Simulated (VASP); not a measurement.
Output of a VASP run:

**OSZICAR**
```
...
DAV:   2    -0.230481191137E+02    0.73977E-04   -0.10604E-03  3742   0.233E-01    0.420E-02
DAV:   3    -0.230480482083E+02    0.70905E-04   -0.12985E-04  3336   0.689E-02    0.132E-02
DAV:   4    -0.230480465567E+02    0.16516E-05   -0.13601E-05  3718   0.244E-02    0.860E-03
DAV:   5    -0.230480460273E+02    0.52937E-06   -0.81240E-07  1892   0.665E-03
   9 F= -.23048046E+02 E0= -.23048008E+02  d E =-.646235E-02
       N       E                     dE             d eps       ncg     rms          rms(c)
DAV:   1    -0.230488070085E+02   -0.76045E-03   -0.53363E-02  3238   0.143E+00    0.189E-01
DAV:   2    -0.230489326960E+02   -0.12569E-03   -0.34901E-03  3736   0.410E-01    0.553E-02
DAV:   3    -0.230488235083E+02    0.10919E-03   -0.11661E-04  3498   0.822E-02    0.292E-02
DAV:   4    -0.230487942234E+02    0.29285E-04   -0.10008E-04  3526   0.649E-02    0.679E-03
DAV:   5    -0.230487948083E+02   -0.58491E-06   -0.14040E-05  3394   0.269E-02    0.799E-03
DAV:   6    -0.230487947973E+02    0.10971E-07   -0.34434E-07  1874   0.448E-03
  10 F= -.23048795E+02 E0= -.23048725E+02  d E =-.748770E-03
       N       E                     dE             d eps       ncg     rms          rms(c)
DAV:   1    -0.230488021775E+02   -0.73692E-05   -0.42029E-04  3178   0.126E-01    0.165E-02
DAV:   2    -0.230488029772E+02   -0.79971E-06   -0.27797E-05  3766   0.365E-02    0.491E-03
DAV:   3    -0.230488020290E+02    0.94823E-06   -0.83228E-07  1976   0.728E-03
  11 F= -.23048802E+02 E0= -.23048734E+02  d E =-.756002E-03
       N       E                     dE             d eps       ncg     rms          rms(c)
DAV:   1    -0.230491315506E+02   -0.32857E-03   -0.79463E-03  2800   0.487E-01    0.588E-02
DAV:   2    -0.230490731253E+02    0.58425E-04   -0.36616E-04  3694   0.140E-01    0.354E-02
DAV:   3    -0.230490385010E+02    0.34624E-04   -0.49787E-05  3064   0.411E-02    0.130E-02
DAV:   4    -0.230490338902E+02    0.46107E-05   -0.11208E-05  3634   0.194E-02    0.691E-03
DAV:   5    -0.230490330699E+02    0.82033E-06   -0.48068E-07  1592   0.509E-03
  12 F= -.23049033E+02 E0= -.23048950E+02  d E =-.231041E-03
       N       E                     dE             d eps       ncg     rms          rms(c)
DAV:   1    -0.230502900892E+02   -0.12562E-02   -0.70531E-02  2806   0.145E+00    0.175E-01
DAV:   2    -0.230497603740E+02    0.52972E-03   -0.32480E-03  3670   0.415E-01    0.105E-01
DAV:   3    -0.230494498387E+02    0.31054E-03   -0.43629E-04  3070   0.122E-01    0.392E-02
DAV:   4    -0.230494103870E+02    0.39452E-04   -0.10376E-04  3622   0.588E-02    0.207E-02
DAV:   5    -0.230494072507E+02    0.31363E-05   -0.51777E-06  3446   0.157E-02    0.663E-03
DAV:   6    -0.230494066804E+02    0.57034E-06   -0.11494E-06  1850   0.710E-03
  13 F= -.23049407E+02 E0= -.23049275E+02  d E =-.604651E-03
       N       E                     dE             d eps       ncg     rms          rms(c)
DAV:   1    -0.230495964101E+02   -0.18916E-03   -0.11120E-02  2800   0.592E-01    0.527E-02
DAV:   2    -0.230496236731E+02   -0.27263E-04   -0.62053E-04  3826   0.181E-01    0.229E-02
DAV:   3    -0.230496101890E+02    0.13484E-04   -0.24835E-05  3362   0.347E-02    0.133E-02
DAV:   4    -0.230496076558E+02    0.25332E-05   -0.11934E-05  3722   0.210E-02    0.430E-03
DAV:   5    -0.230496075962E+02    0.59584E-07   -0.14375E-06  1804   0.846E-03
  14 F= -.23049608E+02 E0= -.23049475E+02  d E =-.200916E-03
```

File OUTCAR:
```
------------------------ aborting loop because EDIFF is reached ----------------------------------------
  FORCE on cell =-STRESS in cart. coord.  units (eV):
  Direction    XX          YY          ZZ          XY          YZ          ZX
  --------------------------------------------------------------------------------------
  Total       -0.0613491      0.0484589      0.0158869      0.0000000     -0.0000000      0.0000000
  in kB       -1.3768552      1.0875619      0.3565497      0.0000000     -0.0000000      0.0000000
  external PRESSURE =       0.0224188 kB  Pullay stress =       0.0000000 kB
  volume of cell :       71.39
      direct lattice vectors                 reciprocal lattice vectors
     1.659095439 -5.124583103 -0.000000000     0.301369040 -0.097568912  0.000000000
     1.659095439  5.124583103  0.000000000     0.301369040  0.097568912 -0.000000000
     0.000000000  0.000000000  4.198271273     0.000000000 -0.000000000  0.238193279
 POSITION                                       TOTAL-FORCE (eV/Angst)
 -----------------------------------------------------------------------------------
      1.65910      4.04254      3.89116         0.000000      0.008632      0.005383
      1.65910      1.08204      1.79203         0.000000     -0.008632      0.005383
      1.65910     -1.08204      2.40625         0.000000      0.008632     -0.005383
      1.65910     -4.04254      0.30711         0.000000     -0.008632     -0.005383
 -----------------------------------------------------------------------------------
    total drift:                                0.000000      0.000000      0.000000
  FREE ENERGIE OF THE ION-ELECTRON SYSTEM (eV)
  ---------------------------------------------------
  free  energy   TOTEN  =       -23.0496075962 eV

  energy  without entropy=      -23.0492091329  energy(sigma->0) =      -23.04947478

 reached required accuracy - stopping structural energy minimisation
```
(Selected blocks of OUTCAR.)

### POSCAR
```
P
1
    1.6997980731    -5.1459351497     0.0000000000
    1.6997980731     5.1459351497    -0.0000000000
    0.0000000000    -0.0000000000     3.9827948461
P
4
Direct
  0.1059646682   0.8940353318   0.9347583001
  0.3940353318   0.6059646682   0.4347583001
  0.6059646682   0.3940353318   0.5652416999
  0.8940353318   0.1059646682   0.0652416999
```

Problem. Write an INCAR and KPOINTS that could have produced this output.

Solution. This is not unique; one that fits is the input of the run itself, PBEsol GGA, plane waves, VASP's PBE PAW potentials (set 64).

**KPOINTS**
```
Automatic mesh
0
Gamma
9 9 7
0 0 0
```

INCAR:
```
# general
SYSTEM  =  P
PREC    =  Accurate
ENCUT   =  520
LREAL   =  .False.
LASPH   =  .True.

# electronic loop
EDIFF   =  1E-6
NELM    =  100
ALGO    =  Normal

# smearing
ISMEAR  =  1
SIGMA   =  0.1

# functional
GGA     =  PS

# ions
IBRION  =  2
NSW     =  60
ISIF    =  3
EDIFFG  =  -0.02

# output
LWAVE   =  .False.
LCHARG  =  .False.
```

POTCAR, in this order: P (PBE.64 set). Program: vasp_std.

Energy and stress use the plane-wave basis of the starting cell. Without a dispersion term in the relaxation, distances and binding between the weakly bound layers, chains or molecules are unreliable, and so is what depends on them.

The compound is P in the black structure. This run relaxes it. Symmetry was kept, so distortions that lower it aren't found. The start is the result of an earlier pass.
